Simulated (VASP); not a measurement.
Given:

```xyz
2
Lattice="0.0000 3.6106 3.6106 3.6106 0.0000 3.6106 3.6106 3.6106 0.0000" Properties=species:S:1:pos:R:3 pbc="T T T"
Ba     0.0000     0.0000     0.0000
Te     3.6106     3.6106     3.6106
```

Computed with TPSS meta-GGA, VASP's PBE PAW potentials (set 64) (plane waves; VASP). Numerical set-up: 520 eV cut-off, 7×7×7 Γ-centred mesh, Gaussian smearing of 0.050 eV, potentials Ba_sv Te.

### Question
What does the run give for the energy per atom (σ→0), pressure?

### Answer

The energy per atom (σ→0) is -12.193 eV/atom. The pressure is -14.7 kbar.

The compound is BaTe in the rock salt structure. This cell is one point of a volume scan, at 1.06 of the reference volume.
